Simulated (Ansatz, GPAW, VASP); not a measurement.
# Code comparison for MnTlCl3 (P1, 5 atoms in the cell)

Self-consistent single point.

```xyz
5
Lattice="5.0693 0.0000 0.0000 0.0000 5.0693 0.0000 0.0000 0.0000 5.0693" Properties=species:S:1:pos:R:3 pbc="T T T"
Mn     2.5355     2.5749     2.5704
Tl    -0.0298    -0.0423    -0.0030
Cl     0.0422     2.5974     2.5651
Cl     2.6406    -0.0757     2.5338
Cl     2.4155     2.5495    -0.0624
```
Moments meant for the start (each program seeds them in its own way; μB, in the order of the atoms Mn Tl Cl Cl Cl): 4.0 0.0 0.0 0.0 0.0.

Shared settings, as Ansatz (a program for electronic structure) writes them: kpoints.mp_grid.grid = 3 3 3; scf.occupations.method = fermi_dirac; scf.occupations.width = 0.02 eV. Potentials and cutoffs stand in the table.

```
code                                                    model  pressure (GPa)  largest force (eV/Å)  gap on the mesh (eV)  size of the net moment (μB/atom)   cutoff
------  -----------------------------------------------------  --------------  --------------------  --------------------  --------------------------------  -------
VASP               PBEsol, VASP's PBE PAW potentials (set 64)           -2.53                 0.457                 1.670                              1.00   300 eV
Ansatz                        PBEsol, PAW files made with PBE           -2.12                 0.453                 1.670                              1.00  default
GPAW    PBEsol, GPAW PAW datasets PBEsol (made by gpaw-setup)           -1.98                 0.482                 1.633                              1.00   850 eV
```

Size of the force on each atom (eV/Å): Sizes of forces hide their directions.

```csv
code,Mn1,Tl2,Cl3,Cl4,Cl5
VASP,0.244,0.030,0.246,0.457,0.377
Ansatz,0.236,0.030,0.245,0.453,0.374
GPAW,0.275,0.031,0.252,0.482,0.394
```

Gaps are read on the mesh.

On Ansatz's run: spin-orbit coupling is off. With one magnetic atom in the cell only a parallel order is possible.

The spread over the programs that give each value: pressure within 0.55 GPa; largest force within 0.029 eV/Å; gap on the mesh within 0.037 eV; size of the net moment within 0.00 μB/atom.

Ansatz's pressure is given at a fixed set of plane waves, as the other plane-wave codes print theirs.

VASP's run is marked for a possible Pulay error in its stress at this cutoff; no cutoff test was made.

The starting cell comes from a database of computed structures (which also holds hypothetical and non-ambient phases and stackings), without a prior relaxation at this level. Its atoms were displaced at random from the sites of space group no. 221.

Left out of this page: Quantum ESPRESSO and SIESTA (not drawn, or without a comparable value).

Keys are those of Ansatz 0.2.
